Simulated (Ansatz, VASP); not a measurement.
# Cross-check of Mg (Magnesium) between VASP and Ansatz

Aim: how closely do two programs agree when they are given the same cell, functional and k mesh? The cell is taken from a series of runs on this material, whose earlier steps may have relaxed, scaled, displaced or heated it; both programs get it as it stands.

Main program and level: Ansatz 0.2.0; plane waves, with VASP 6.6.1 beside it; zone-centre phonons at PBEsol.

### 1. The structure

Symmetry: P6_3/mmc, No. 194, hexagonal system. The conventional cell has a = 3.318 Å, b = 3.318 Å, c = 5.022 Å, α = 90.00°, β = 90.00°, γ = 120.00°. Mg has 12 Mg at 3.16 to 3.32 Å nearest.

### 2. VASP: zone-centre phonons, PBEsol

Second derivatives magnify differences that forces hide, and they need a tight electronic threshold.

Lines of VASP's logs that name or quote its potential files are left out, and so is its time.

Contents of INCAR:

```
SYSTEM = Mg
PREC = Accurate
ENCUT = 600
EDIFF = 1E-08
NELM = 120
ISMEAR = 1
SIGMA = 0.2
LREAL = .FALSE.
ALGO = Normal
GGA = PS
NBANDS = 8
LORBIT = 11
LWAVE = .FALSE.
LCHARG = .FALSE.
ISIF = 2
IBRION = 8
LASPH = .TRUE.
GGA_COMPAT = .FALSE.
KPAR = 2
```

Contents of POSCAR:

```
Mg
1.0
    3.3184655391      0.0000000000      0.0000000000
   -1.6592327696      2.8738754585      0.0000000000
    0.0000000000      0.0000000000      5.0223908863
Mg
2
Direct
    0.3333333333      0.6666666667      0.2500000000
    0.6666666667      0.3333333333      0.7500000000
```

Contents of KPOINTS:

```
Automatic mesh
0
Gamma
15 15 8
0 0 0
```

PAW data sets: Mg (PBE family, release 64).

Launch:

```console
$ mpirun -np 2 vasp_std
```

Numbers of over 12 decimals in the logs are rounded to 6 here.

Output:

```text
[banner, memory and clock lines left out]
running    2 mpi-ranks, on    1 nodes
 distrk:  each k-point on    1 cores,    2 groups
 distr:  one band on    1 cores,    1 groups

 POSCAR found type information on POSCAR Mg
 POSCAR found :  1 types and       2 ions
|                                                                             |
|               ----> ADVICE to this user running VASP <----                  |
|                                                                             |
|     You enforced a specific xc type in the INCAR file but a different       |
|     [... a line on the potential file left out ...]
|     I HOPE YOU KNOW WHAT YOU ARE DOING!                                     |
|                                                                             |

 LDA part: xc-table for (Slater+PW92), standard interpolation
 POSCAR, INCAR and KPOINTS ok, starting setup
 FFT: planning ... GRIDC
 FFT: planning ... GRID_SOFT
 FFT: planning ... GRID
 WAVECAR not read
 entering main loop
       N       E                     dE             d eps       ncg     rms          rms(c)
DAV:   1    -0.668779078719E+00   -0.66878E+00   -0.13459E+03  2160   0.386E+02
DAV:   2    -0.341578907115E+01   -0.27470E+01   -0.26429E+01  2832   0.224E+01
DAV:   3    -0.343263054689E+01   -0.16841E-01   -0.16808E-01  3000   0.232E+00
DAV:   4    -0.343266884724E+01   -0.38300E-04   -0.38300E-04  3024   0.956E-02
DAV:   5    -0.343266894061E+01   -0.93362E-07   -0.93750E-07  3088   0.339E-03    0.976E-01
DAV:   6    -0.342232202338E+01    0.10347E-01   -0.71054E-04  2640   0.196E-01    0.622E-01
DAV:   7    -0.341266198158E+01    0.96600E-02   -0.30052E-03  2464   0.362E-01    0.330E-02
DAV:   8    -0.341266821489E+01   -0.62333E-05   -0.18172E-05  3336   0.309E-02    0.652E-03
DAV:   9    -0.341266769733E+01    0.51756E-06   -0.94346E-07  2560   0.451E-03    0.596E-04
DAV:  10    -0.341266751757E+01    0.17976E-06   -0.42417E-09  3352   0.399E-04    0.126E-04
DAV:  11    -0.341266749940E+01    0.18175E-07   -0.21337E-10  1752   0.116E-04    0.102E-05
DAV:  12    -0.341266749850E+01    0.89450E-09   -0.28315E-12  1568   0.104E-05
   1 F= -.34126675E+01 E0= -.34122805E+01  d E =-.116108E-02
 Linear response reoptimize wavefunctions to high precision
DAV:   1    -0.341266749935E+01   -0.84731E-09   -0.22663E-13  1584   0.292E-06
DAV:   2    -0.341266749935E+01    0.00000E+00   -0.18799E-16  1456   0.878E-07
 Linear response DOF=           2
 Linear response progress:
  Degree of freedom:   1/  2
       N       E                     dE             d eps       ncg     rms          rms(c)
RMM:   1    -0.127459109235E-02   -0.12746E-02   -0.80108E-04 16312   0.169E-01
RMM:   2    -0.127962894646E-02   -0.50379E-05   -0.54051E-06 13945   0.139E-02    0.204E-02
RMM:   3    -0.126060596870E-02    0.19023E-04   -0.42010E-07 14463   0.636E-03    0.130E-02
RMM:   4    -0.125010761818E-02    0.10498E-04   -0.11316E-06 14029   0.104E-02    0.765E-04
RMM:   5    -0.125063132491E-02   -0.52371E-06   -0.13007E-08 14785   0.555E-04    0.941E-05
RMM:   6    -0.125072430639E-02   -0.92981E-07   -0.15944E-10 14834   0.744E-05    0.234E-05
RMM:   7    -0.125080117456E-02   -0.76868E-07    0.11890E-10 15491   0.170E-05    0.106E-06
RMM:   8    -0.125080189347E-02   -0.71891E-09   -0.24271E-10 14629   0.237E-06    0.450E-07
 first order change of Fermi-energy   0.26665E-06
 force on displaced ion       1 direction 1 :  -0.804   0.000   0.000
 Linear response progress:
  Degree of freedom:   2/  2
       N       E                     dE             d eps       ncg     rms          rms(c)
RMM:   1    -0.113498981934E-01   -0.11350E-01   -0.60726E-02  6918   0.285E-01
RMM:   2    -0.371143910334E-02    0.76385E-02   -0.71406E-04  4754   0.398E-02    0.283E-02
RMM:   3    -0.364037270042E-02    0.71066E-04    0.24567E-05  4778   0.128E-02    0.137E-02
RMM:   4    -0.367726024097E-02   -0.36888E-04   -0.24561E-06  4814   0.778E-03    0.511E-03
RMM:   5    -0.367707112927E-02    0.18911E-06   -0.13303E-06  4828   0.401E-03    0.272E-04
RMM:   6    -0.367726417079E-02   -0.19304E-06    0.14532E-06  5030   0.274E-04    0.153E-04
RMM:   7    -0.367761315648E-02   -0.34899E-06    0.20977E-07  5060   0.105E-04    0.523E-06
RMM:   8    -0.367765474685E-02   -0.41590E-07    0.84007E-08  5243   0.116E-05    0.199E-06
RMM:   9    -0.367765749730E-02   -0.27504E-08    0.81071E-10  4949   0.330E-06    0.492E-07
 first order change of Fermi-energy  -0.43516E-06
 force on displaced ion       1 direction 3 :  -0.000  -0.000  -2.815
 Linear response finished
```

From OUTCAR (step 2):

```text
ion  position               nearest neighbor table
   1  0.333  0.667  0.250-   2 3.16   2 3.16   2 3.16   2 3.16   2 3.16   2 3.16
   2  0.667  0.333  0.750-   1 3.16   1 3.16   1 3.16   1 3.16   1 3.16   1 3.16

  LATTYP: Found a hexagonal cell.
 ALAT       =     3.3184655391
 C/A-ratio  =     1.5134678444

 Subroutine GETGRP returns: Found 24 space group operations
 (whereof 12 operations were pure point group operations)

The static configuration has the point symmetry D_3d.
 The point group associated with its full space group is D_6h.

 Found    135 irreducible k-points:

   k-points           NKPTS =    135   k-points in BZ     NKDIM =    135   number of bands    NBANDS=      8

   dimension x,y,z NGX =    28 NGY =   28 NGZ =   40
   dimension x,y,z NGXF=    56 NGYF=   56 NGZF=   80

   ENCUT  =  600.0 eV  44.10 Ry    6.64 a.u.   6.63  6.63 10.03*2*pi/ulx,y,z

   NELECT =       4.0000    total number of electrons

 k-points in reciprocal lattice and weights: Automatic mesh
   0.00000000  0.00000000  0.00000000       0.001
   0.06666667 -0.00000000  0.00000000       0.003
   0.13333333 -0.00000000  0.00000000       0.003
   0.20000000 -0.00000000  0.00000000       0.003
   0.26666667 -0.00000000  0.00000000       0.003
   0.33333333 -0.00000000  0.00000000       0.003
   0.40000000  0.00000000  0.00000000       0.003
   0.46666667 -0.00000000  0.00000000       0.003
   0.06666667  0.06666667  0.00000000       0.003
[...]
0.33333333  0.26666667  0.50000000       0.007
   0.33333333  0.33333333  0.50000000       0.001

 average (electrostatic) potential at core
       1 -39.2159       2 -39.2159

  Total       -0.8722448     -0.8722448     -0.0119365      0.0000000      0.0000000      0.0000000
  in kB      -29.1765025    -29.1765025     -0.3992748      0.0000000      0.0000000      0.0000000
  external PRESSURE =     -19.5840932 kB  Pullay stress =       0.0000000 kB

  energy-cutoff  :      600.00
  volume of cell :       47.90
      direct lattice vectors                 reciprocal lattice vectors
     3.318465539  0.000000000  0.000000000     0.301344097  0.173981095  0.000000000
    -1.659232770  2.873875459  0.000000000     0.000000000  0.347962191  0.000000000
     0.000000000  0.000000000  5.022390886     0.000000000  0.000000000  0.199108357

 POSITION                                       TOTAL-FORCE (eV/Angst)
 -----------------------------------------------------------------------------------
     -0.00000      1.91592      1.25560        -0.000000      0.000000      0.000000
      1.65923      0.95796      3.76679         0.000000     -0.000000      0.000000
 -----------------------------------------------------------------------------------
    total drift:                                0.000000     -0.000000      0.000000

 Eigenvectors and eigenvalues of the dynamical matrix
 ----------------------------------------------------

   1 f  =    7.524127 THz    47.275483 2PiTHz  250.977854 cm-1    31.117274 meV
             X         Y         Z           dx          dy          dz
     -0.000000  1.915917  1.255598     0.000000    0.000000    0.707107
      1.659233  0.957958  3.766793     0.000000    0.000000   -0.707107

   2 f  =    4.021835 THz    25.269933 2PiTHz  134.153965 cm-1    16.632964 meV
             X         Y         Z           dx          dy          dz
     -0.000000  1.915917  1.255598    -0.251505    0.660867   -0.000000
      1.659233  0.957958  3.766793     0.251505   -0.660867   -0.000000

   3 f  =    4.021835 THz    25.269933 2PiTHz  134.153965 cm-1    16.632964 meV
             X         Y         Z           dx          dy          dz
     -0.000000  1.915917  1.255598    -0.660867   -0.251505    0.000000
      1.659233  0.957958  3.766793     0.660867    0.251505    0.000000

   4 f  =    0.000000 THz     0.000001 2PiTHz    0.000003 cm-1     0.000000 meV
             X         Y         Z           dx          dy          dz
     -0.000000  1.915917  1.255598    -0.020553    0.255177    0.659138
      1.659233  0.957958  3.766793    -0.020553    0.255177    0.659138

   5 f  =    0.000000 THz     0.000000 2PiTHz    0.000002 cm-1     0.000000 meV
             X         Y         Z           dx          dy          dz
     -0.000000  1.915917  1.255598     0.119044   -0.648746    0.254866
      1.659233  0.957958  3.766793     0.119044   -0.648746    0.254866

   6 f/i=    0.000000 THz     0.000000 2PiTHz    0.000001 cm-1     0.000000 meV
             X         Y         Z           dx          dy          dz
     -0.000000  1.915917  1.255598     0.696711    0.118376   -0.024103
      1.659233  0.957958  3.766793     0.696711    0.118376   -0.024103

 ELASTIC MODULI CONTR FROM IONIC RELAXATION (kBar)
 Direction    XX          YY          ZZ          XY          YZ          ZX
 --------------------------------------------------------------------------------
 XX         -28.3916     28.3916      0.0000      0.0000      0.0000     -0.0000
 YY          28.3916    -28.3916     -0.0000      0.0000      0.0000      0.0000
 ZZ           0.0000     -0.0000     -0.0000      0.0000      0.0000      0.0000
 XY           0.0000      0.0000      0.0000    -28.3916      0.0000      0.0000
 YZ           0.0000      0.0000      0.0000      0.0000      0.0000      0.0000
 ZX          -0.0000      0.0000      0.0000      0.0000      0.0000     -0.0000
 --------------------------------------------------------------------------------
```

### 3. Ansatz: zone-centre phonons, PBEsol

Ansatz runs on its PAW soft_1 files.

The same cell, functional, mesh and smearing now go to Ansatz, which takes its cutoff from its data sets.

Contents of input.yaml:

```yaml
crystal:
  lattice:
    - [3.3184655391, 0.0, 0.0]
    - [-1.6592327696, 2.8738754585, 0.0]
    - [0.0, 0.0, 5.0223908863]
  atoms:
    - { symbol: Mg, position: [0.3333333333, 0.6666666667, 0.25] }
    - { symbol: Mg, position: [0.6666666667, 0.3333333333, 0.75] }
kpoints:
  mp_grid: { grid: [15, 15, 8] }
hamiltonian:
  xc: pbesol
  pseudopotentials: { kind: paw, azcp: { folder: soft_1 }, xc_functional: pbe }
scf:
  occupations: { method: methfessel_paxton, width: 0.2 }
output:
  eigenvalues: true
phonons:
  method: dfpt
```

Launch:

```console
$ ansatz run input.yaml --threads 4 --pin off --max-ram 10240MiB --backend cpu --events-out ev --progress --plain --runs-dir out
```

Output:

```text
zone centre: on kpoints.mp_grid the ground state, and the responses unless they are solved on pairs of k-points, stand on 320 of the mesh's 1800 k-points, reduced under 4 symmetry operations, with k and −k counted as one. Each operation leaves every solved displacement unchanged or reverses it
Engine: ansatz 0.2.0, x86_64-unknown-linux-gnu
Pseudopotentials: kind: paw
Pseudopotential: Mg, paw, valence charge 10, recommended cutoff 420 eV (normal), soft_1/Mg.paw.azcp
Functional definition: PBEsol
  exchange = pbesol_x
  correlation = pbesol_c
Crystal: 2 atoms, lattice volume = 47.898 Å³
Basis set: ecut = 420 eV, 953 PW (Γ), exchange–correlation on 48×48×72 points (8 copies of the dense FFT grid, shifted against one another)
Bands: 14, of which v1, the nominal top of the filled ones, is band 10 counted from 1 (9 counted from 0)
Symmetry: 24 space group operations
k-points: 320 of 1800 (irreducible under 4 space group operations, time reversal used)
Non-local potential: Mg, projectors of the file, l = 0: 3, l = 1: 2, l = 2: 1
PAW form: soft (Blöchl's): semilocal exchange-correlation on the pseudo side does not see the compensation charge
PAW frozen core: Mg, regenerated for the run's functional, and the local potential with it (the file was generated under x = pbe(κ = 0.804, μ = 0.219515), c = pbe(β = 0.066725))
PAW one-centre angular grid: Mg, 110 points (default); XC on 64 Gauss nodes
Initial density: superposition of atomic densities (chi_scale 0.1, normalization cell)
Initial wavefunctions: pseudopotential atomic-orbital guess
Functional: x = pbesol(κ = 0.804, μ = 0.123457), c = pbesol(β = 0.046)
SCF iter   1: F=—  HF=-3824.099342 eV  |F-HF|=—  |Δ(HF+E_count)|=         —  Δρ=1.36e-2  dr2=1.22e-1  ethr=3.10e-3  ⟨swp⟩=5.0  Hψ=22052  notcnv=0
preconditioner: auto → none  [metal: Δε(μ)=0.028 eV  Ē_g=6.677 eV  σ=0.200 eV  W_gap=0.12  n_scr=8 (ndim 8)  ℏωp=10.7 eV  f_vac=0.000  D(μ)=0.86/eV (n_scr^D=2)  sad-step TF]
SCF iter   2: F=—  HF=-3824.088279 eV  |F-HF|=—  |Δ(HF+E_count)|=   1.11e-2  S|Δr|=    0.00e0  Δρ=9.60e-3  dr2=6.21e-2  ethr=6.08e-4  ⟨swp⟩=1.0  Hψ=7046  notcnv=0
SCF iter   3: F=—  HF=-3824.070667 eV  |F-HF|=—  |Δ(HF+E_count)|=   1.76e-2  S|Δr|=    0.00e0  Δρ=1.70e-3  dr2=1.88e-3  ethr=3.11e-4  ⟨swp⟩=1.2  Hψ=4537  notcnv=0
SCF iter   4: F=—  HF=-3824.070263 eV  |F-HF|=—  |Δ(HF+E_count)|=   4.04e-4  S|Δr|=    0.00e0  Δρ=8.19e-5  dr2=1.35e-6  ethr=9.41e-6  ⟨swp⟩=2.5  Hψ=7634  notcnv=0
SCF iter   5: F=—  HF=-3824.070265 eV  |F-HF|=—  |Δ(HF+E_count)|=   1.89e-6  S|Δr|=    0.00e0  Δρ=9.80e-6  dr2=1.42e-8  ethr=6.77e-9  ⟨swp⟩=2.0  Hψ=7775  notcnv=0
SCF iter   6: F=—  HF=-3824.070265 eV  |F-HF|=—  |Δ(HF+E_count)|=   4.42e-9  S|Δr|=    0.00e0  Δρ=1.63e-6  dr2=5.45e-10  ethr=7.12e-11  ⟨swp⟩=2.0  Hψ=7694  notcnv=0
SCF iter   7: F=-3824.070265 eV  HF=-3824.070265 eV  |F-HF|=3.64e-12  |Δ(HF+E_count)|=  3.92e-10  S|Δr|=    0.00e0  Δρ=1.89e-7  dr2=7.35e-12  ethr=1.00e-12  ⟨swp⟩=4.7  Hψ=23424  notcnv=0
SCF 1 converged in 7 iterations: F = -3824.070265 eV  dr2 = 7.35e-12
  greatest PAW one-centre occupation: 1.000 electrons in one spin orbital (limit 2), on the Mg atom at site 1 (counted from 0), in its partial waves of l = 0
DFPT response loops at Γ: preconditioner auto → Kerker (q_TF=auto, 2.359 Å⁻¹) (partly filled bands, converged f_vac=0.000); β = 1.00, the filter's whole step (`scf.mixing.beta` (0.50) is not read by the response loops under this deck's `scf.mixing.preconditioner`; to damp them name `kerker` or `kerker_dos`, under which they read `scf.mixing.beta`, and type it under 1.00, their step now; both keys bind the ground state too); Broyden in place of MSR1
SCF converged after 7 iterations
Stability not checked: this state was not tested for a lower state beside it, because cold or Methfessel-Paxton smearing, or corrected tetrahedra, fill the levels in a way that the test cannot read (fill_not_monotonic; see scf.lower_state_search)
Free energy (F): -3824.070265 eV
Harris-Foulkes:  -3824.070265 eV  (|F-HF|=3.64e-12)
Internal energy: -3824.069084 eV  (E = F + TS)
E sigma→0 (E₀):  -3824.069970 eV
Entropy (-TS):   -0.001181 eV (-0.591 meV/atom)
Fermi energy:    5.201768 eV
--- Per-component energies (eV) ---
  E_band       = -720.889254
  E_kinetic    = 137.771918
  E_local      = -3463.324592  (includes V_loc(G=0)·N_el)
  E_nonlocal   = 392.070705
  E_hartree    = 1182.423651
  E_xc         = -50.976766
  E_vxc        = -66.048583  (∫ρ·V_xc dr)
  E_paw        = -580.446475  (= ΣΔE_a)
  E_vpaw       = -86.205601  (= ΣTr[D̂ρ^β])
  E_aug_tail   = -0.000300  (compensation charges beyond the density's cutoff)
  E_ewald      = -1441.704950
  E_core_change = 0.117725  (= ΣΔE_core)
  E_smearing   = -0.001181  (= −TS)
  E_closure    = -0.000000  (closes the sum)
  Σ components = -3824.070265   (vs F -3824.070265, Δ=0.00e0)
--- Band table (eV; the first three rows and the last of 320) ---
  k-point 0: bands = [... 6 lower, -37.4193, -37.4140, -1.5226, 3.9897, 4.6336, 15.0568, 15.0568, 15.1907]
  k-point 1: bands = [... 6 lower, -37.4195, -37.4153, -1.4289, 2.9385, 5.8452, 15.1269, 15.1269, 15.2697]
  k-point 2: bands = [... 6 lower, -37.4202, -37.4190, -1.1484, 1.7844, 7.4796, 15.2585, 15.3342, 15.3342]
  k-point 319: bands = [... 6 lower, -37.4212, -37.4212, 2.8717, 2.8717, 7.4333, 7.4333, 8.7578, 8.7578]
--- Phonons (Γ-DFPT): 2 representative perturbations + reference, on 320 of 1800 k-points (Σ response iterations 6) ---
  k mesh reduced under 4 symmetry operations, with k and −k counted as one. Each operation leaves every solved displacement unchanged or reverses it
  ASR residual: 2.745e-4 → 0.000e0 eV/Å²; symmetrization residual: 2.046e-10 eV/Å²
  ASR residual per site (eV/Å²): 2.75e-4 2.75e-4
  Γ frequencies (cm⁻¹): 0.00 0.00 0.00 133.74 133.74 250.19
  non-analytic LO–TO correction: not included (Born effective charges unavailable; polar crystals: no LO–TO splitting at Γ)
```

In the SCF lines HF is the Harris–Foulkes energy and dr2 the Hartree energy of the density residual, in eV; the loop may stop once dr2 is under the threshold and the program's other checks hold. Hψ counts applications of the Hamiltonian.

### 4. Side by side

Known differences besides the potentials themselves: the data sets hold 20 valence electrons in Ansatz (on its PAW soft_1 files) and 4 in VASP; the cutoff is 420 eV in Ansatz and 600 eV in VASP; Ansatz makes its cores anew for this functional, VASP keeps those of its PBE data sets. Total energies have different zeros and are not compared.

Both answers:

```csv
quantity,Ansatz,VASP,difference
optical mode 1 to 2 (cm⁻¹),133.7,134.2,-0.31 %
optical mode 3 (cm⁻¹),250.2,251.0,-0.31 %
```

Modes are paired by rising frequency, not by their patterns, so a pair may set unlike modes beside each other; they are those without the splitting of longitudinal modes.

### 5. Results

```yaml
r_m_s_difference_of_the_optical_zone_centre_modes_each_program_s_sorted_by_frequency_zone_centre_phonons_pbesol: 0.57 cm⁻¹
```

In words: The r.m.s. difference of the optical zone-centre modes, each program's sorted by frequency is 0.57 cm⁻¹ (zone-centre phonons, PBEsol). The data sets hold unlike numbers of valence electrons (20 in Ansatz and 4 in VASP), so part of the differences comes from the potentials. How closely two codes agree says nothing of how well the functional describes the real material.

[Lines on the potential files, build, host, timing and source positions are cut from VASP's logs without a mark.]

[Logs are printed without paths, hosts, clocks, repeated set-up lines and the standing remarks that a program may print on its own settings, such as how far it seeks lower states.]

[Hosts, paths, dates, database ids (printed as entryN), source tags and the programs' standing remarks are cut or masked in the printed files.]
